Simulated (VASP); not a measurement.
A convergence study with VASP on MoS$_{2}$ (2H layered): one setting is varied, all else stays as given below, so the limit is that of these other settings.

```yaml
crystal:
  lattice:
    - [1.58000, -2.73664, 0.00000]
    - [1.58000, 2.73664, 0.00000]
    - [0.00000, 0.00000, 12.30000]
  atoms:
    - { symbol: Mo, position: [0.33333, 0.66667, 0.25000] }
    - { symbol: Mo, position: [0.66667, 0.33333, 0.75000] }
    - { symbol: S, position: [0.33333, 0.66667, 0.87900] }
    - { symbol: S, position: [0.66667, 0.33333, 0.37900] }
    - { symbol: S, position: [0.66667, 0.33333, 0.12100] }
    - { symbol: S, position: [0.33333, 0.66667, 0.62100] }
```

All values below come from PBE GGA, VASP's PBE PAW potentials (set 64) (plane waves; VASP 6.6.1). The tightest run used: 550 eV cut-off, 17×17×4 Γ-centred mesh, tetrahedra with Blöchl corrections, potentials Mo_sv S.

The reference is 17×17×4 mesh, which took about 4 core-minutes. Costs are core time on shared hosts, one run each; read them as rough ratios.

**Question.** Of the settings 4×4×1 mesh; 5×5×1 mesh; 6×6×1 mesh; 7×7×2 mesh; 8×8×2 mesh; 9×9×2 mesh; 10×10×2 mesh; 11×11×2 mesh; 12×12×3 mesh; 13×13×3 mesh; 14×14×3 mesh; 15×15×3 mesh; 16×16×4 mesh; 17×17×4 mesh, which is the lowest that keeps the difference from the reference in E (eV/atom) within 0.002 from there on, and what does it cost?

**Answer.** 7×7×2 mesh; its cost over the reference is about 1/6.
```json
[
 {"setting": "4×4×1 mesh", "difference in E (eV/atom)": "0.0126", "cost over the reference": "about 1/20"},
 {"setting": "5×5×1 mesh", "difference in E (eV/atom)": "0.0052", "cost over the reference": "about 1/10"},
 {"setting": "6×6×1 mesh", "difference in E (eV/atom)": "0.0053", "cost over the reference": "about 1/10"},
 {"setting": "7×7×2 mesh", "difference in E (eV/atom)": "0.0001", "cost over the reference": "about 1/6"},
 {"setting": "8×8×2 mesh", "difference in E (eV/atom)": "0.0001", "cost over the reference": "about 1/5"},
 {"setting": "9×9×2 mesh", "difference in E (eV/atom)": "0.0000", "cost over the reference": "about 1/4"},
 {"setting": "10×10×2 mesh", "difference in E (eV/atom)": "0.0000", "cost over the reference": "about 1/3"},
 {"setting": "11×11×2 mesh", "difference in E (eV/atom)": "0.0000", "cost over the reference": "about 1/3"},
 {"setting": "12×12×3 mesh", "difference in E (eV/atom)": "0.0000", "cost over the reference": "about 1/3"},
 {"setting": "13×13×3 mesh", "difference in E (eV/atom)": "0.0000", "cost over the reference": "about 1/2"},
 {"setting": "14×14×3 mesh", "difference in E (eV/atom)": "0.0000", "cost over the reference": "about 1/2"},
 {"setting": "15×15×3 mesh", "difference in E (eV/atom)": "0.0000", "cost over the reference": "within a factor of 2"},
 {"setting": "16×16×4 mesh", "difference in E (eV/atom)": "0.0000", "cost over the reference": "within a factor of 2"},
 {"setting": "17×17×4 mesh", "difference in E (eV/atom)": "0.0000", "cost over the reference": "reference"}
]
```

Left out are rungs that failed or repeat a setting and relaxations that didn't move; long series are thinned to 24 rows.

The compound is MoS2 in the 2H layered structure. The cell was not relaxed at this level, forces remain on its atoms.
